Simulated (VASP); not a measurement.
Data:

```xyz
2
Lattice="0.0000 2.4524 2.4524 2.4524 0.0000 2.4524 2.4524 2.4524 0.0000" Properties=species:S:1:pos:R:3 pbc="T T T"
Y      0.0000     0.0000     0.0000
N      2.4524     2.4524     2.4524
```

Calculation: PBE GGA, VASP's PBE PAW potentials (set 64) (plane waves; VASP 6.6.1). Settings: 600 eV cut-off, 8×8×8 Γ-centred mesh, Gaussian smearing of 0.050 eV, potentials Y_sv N.

### Question
The ions, cell shape and volume at an external pressure of 2.0 GPa are relaxed. Predict the relaxed structure.

### Answer

```xyz
2
Lattice="0.0000 2.4419 2.4419 2.4419 0.0000 2.4419 2.4419 2.4419 0.0000" Properties=species:S:1:pos:R:3 pbc="T T T"
Y      0.0000     0.0000     0.0000
N      2.4419     2.4419     2.4419
```
Space group Fm-3m (225), at a tolerance of 0.03 Å.

### Question
How do energy and volume change from the first to the last step?

### Answer
The energy (σ→0) changes by +1.1 meV/atom and the volume by -1.3 %, in 3 ionic steps.

```csv
step,E(σ→0) (eV),max force (eV/Å),pressure (GPa),volume (Å³)
1,-18.2288,0.000,-0.11,29.50
2,-18.2175,0.000,4.65,28.68
3,-18.2266,0.000,2.00,29.12
```

The compound is YN in the rock salt structure. This run relaxes it under an external pressure of 2 GPa. Symmetry was kept, so distortions that lower it aren't found.
